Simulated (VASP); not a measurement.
Write the native input for VASP 6.6.1 that does the following.

```yaml
Task: single point
Functional: PBEsol
Potentials_or_basis: VASP PAW PBE potentials, release 64 (Tc_pv, Sn_d)
Cutoff: 520 eV
k_mesh: 6 × 6 × 6
Occupations: methfessel-paxton, width 0.1 eV
Spin: no spin polarisation
Dipole_correction: no
Further_INCAR_settings: ALGO = Fast; EDIFF = 1e-06; NBANDS = 34
```

The structure of Tc3Sn lies in POSCAR:

```
Tc3Sn
1.0
    0.0000000000      3.1721940000      3.1721940000
    3.1721940000      0.0000000000      3.1721940000
    3.1721940000      3.1721940000      0.0000000000
Tc Sn
3 1
Direct
    0.2500000000      0.2500000000      0.2500000000
    0.7500000000      0.7500000000      0.7500000000
    0.5000000000      0.5000000000      0.5000000000
    0.0000000000      0.0000000000      0.0000000000
```

The cell comes from a database or a generator and needn't be the stable form of this composition.

The input as run:

INCAR

```
ALGO = Fast
EDIFF = 1E-6
ENCUT = 520
GGA = PS
ISIF = 2
ISMEAR = 1
LASPH = True
LCHARG = False
LREAL = False
LWAVE = False
NBANDS = 34
NELM = 100
PREC = Accurate
SIGMA = 0.1
```

KPOINTS

```
k-points
0
Gamma
  6 6 6
```

Potentials or basis: VASP PAW PBE potentials, release 64 (Tc_pv, Sn_d).

Launch:

```console
$ cat potpaw_PBE.64/Tc_pv/POTCAR potpaw_PBE.64/Sn_d/POTCAR > POTCAR
$ mpirun -np 1 vasp_std > vasp.out
```

It gave:

| Quantity | Value |
| --- | --- |
| Pressure | -9.8 GPa |
| Band gap on the k mesh | none (metal or under the smearing width) |

Caveat: the PAW data sets were made with another functional, which shifts forces and pressure a little.

It took 32 s on 1 thread of Intel(R) Xeon(R) Platinum 8559C (Emerald Rapids), on a shared host, peak memory 0.21 GiB.
